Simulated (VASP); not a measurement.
Output of a VASP run:

File OSZICAR:
```
       N       E                     dE             d eps       ncg     rms          rms(c)
DAV:   1     0.119910509320E+03    0.11991E+03   -0.99055E+03   720   0.121E+03
DAV:   2    -0.569114840281E+01   -0.12560E+03   -0.12208E+03   902   0.241E+02
DAV:   3    -0.110327639219E+02   -0.53416E+01   -0.53153E+01   951   0.539E+01
DAV:   4    -0.110886214734E+02   -0.55858E-01   -0.55847E-01   902   0.606E+00
DAV:   5    -0.110897250697E+02   -0.11036E-02   -0.11036E-02   972   0.817E-01    0.164E+01
DAV:   6    -0.100574585081E+02    0.10323E+01   -0.80125E+00   720   0.293E+01    0.119E+01
DAV:   7    -0.977241308658E+01    0.28505E+00   -0.15224E+00   720   0.134E+01    0.544E+00
DAV:   8    -0.976481726253E+01    0.75958E-02   -0.10436E-01   825   0.232E+00    0.149E+00
DAV:   9    -0.975916123384E+01    0.56560E-02   -0.16538E-02   797   0.149E+00    0.266E-01
DAV:  10    -0.975935094340E+01   -0.18971E-03   -0.20281E-03   923   0.335E-01    0.605E-02
DAV:  11    -0.975938114780E+01   -0.30204E-04   -0.57732E-05   926   0.746E-02    0.343E-02
DAV:  12    -0.975938047302E+01    0.67479E-06   -0.68048E-06   874   0.260E-02
   1 F= -.97593805E+01 E0= -.97593805E+01  d E =-.975938E+01
```

OUTCAR:
```
------------------------ aborting loop because EDIFF is reached ----------------------------------------
  FORCE on cell =-STRESS in cart. coord.  units (eV):
  Direction    XX          YY          ZZ          XY          YZ          ZX
  --------------------------------------------------------------------------------------
  Total       -0.0244258     -0.0244258      0.0325372      0.0000000     -0.0000000     -0.0000000
  in kB       -0.6898795     -0.6898795      0.9189791      0.0000000     -0.0000000     -0.0000000
  external PRESSURE =      -0.1535933 kB  Pullay stress =       0.0000000 kB
  volume of cell :       56.73
      direct lattice vectors                 reciprocal lattice vectors
     3.599782977  0.000000000  0.000000000     0.277794524  0.160384740  0.000000000
    -1.799891489  3.117503580  0.000000000     0.000000000  0.320769479  0.000000000
     0.000000000  0.000000000  5.054780705     0.000000000  0.000000000  0.197832519
 POSITION                                       TOTAL-FORCE (eV/Angst)
 -----------------------------------------------------------------------------------
      0.00000      0.00000      0.00000        -0.000000      0.000000      0.000000
     -0.00000      2.07834      1.23320        -0.000000      0.000000      0.010042
      1.79989      1.03917      3.82158         0.000000     -0.000000     -0.010042
 -----------------------------------------------------------------------------------
    total drift:                                0.000000      0.000000      0.000000
  FREE ENERGIE OF THE ION-ELECTRON SYSTEM (eV)
  ---------------------------------------------------
  free  energy   TOTEN  =        -9.7593804730 eV

  energy  without entropy=       -9.7593804730  energy(sigma->0) =       -9.75938047

 reached required accuracy - stopping structural energy minimisation
```
(Selected blocks of OUTCAR.)

POSCAR:
```
PtS2
1
    3.5997829771    -0.0000000000     0.0000000000
   -1.7998914886     3.1175035803    -0.0000000000
    0.0000000000    -0.0000000000     5.0547807048
Pt S
1 2
Direct
  0.0000000000   0.0000000000   0.0000000000
  0.3333330000   0.6666670000   0.2439667612
  0.6666670000   0.3333330000   0.7560332388
```

Q: Write an INCAR and KPOINTS that could have produced this output.

A: Several could match; the one computed here: the input of the run itself, optB88-vdW, plane waves, VASP's PBE PAW potentials (set 64).

KPOINTS:
```
Regular mesh
0
gamma
6 6 4
0 0 0
```

**INCAR**
```
SYSTEM=PtS2
PREC=Accurate; ENCUT=480; LREAL=F
LASPH=T
EDIFF=1E-6; NELM=100; ALGO=Normal
LMAXMIX=6
ISMEAR=0; SIGMA=0.05
GGA=BO; LUSE_VDW=T; AGGAC=0.0
PARAM1=0.1833333333; PARAM2=0.22
IBRION=2; NSW=60; ISIF=3
EDIFFG=-0.02
LWAVE=F; LCHARG=F
```

POTCAR, in this order: Pt S (PBE.64 set). Program: vasp_std.

The compound is PtS2 in the 1T layered structure. It was relaxed first. The start is the result of an earlier pass.
